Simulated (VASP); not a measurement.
Consider the following.

```xyz
5
Lattice="-2.0154 2.0154 7.0308 2.0154 -2.0154 7.0308 2.0154 2.0154 -7.0308" Properties=species:S:1:pos:R:3 pbc="T T T"
La     0.0000     0.0000     9.3369
La     2.0154     2.0154    -2.3062
Bi     0.0000     0.0000    14.0615
O      0.0000     2.0154     3.5154
O      2.0154     0.0000     3.5154
```

All values below come from PBEsol GGA, VASP's PBE PAW potentials (set 64) (plane waves; VASP). Numerical set-up: 520 eV cut-off, Gaussian smearing of 0.050 eV, potentials La Bi_d O.

Unless said otherwise, spin-orbit coupling is left out, though it shifts the bands of the heavy elements here.

**Question.** Predict the band gap (along the path) with the smallest direct gap where there is one.

**Answer.** 
```yaml
band gap (along the path): none (metal, semimetal or under 0.01 eV)
```

The absolute energy has meaning only against runs of the same code, potentials and settings.

The structure comes from a computed database's La2BiO2 entry (I4/mmm); how it stands against other phases isn't given here. It was relaxed first. The electron count is odd and the run is not spin-polarised, which forces a metal.
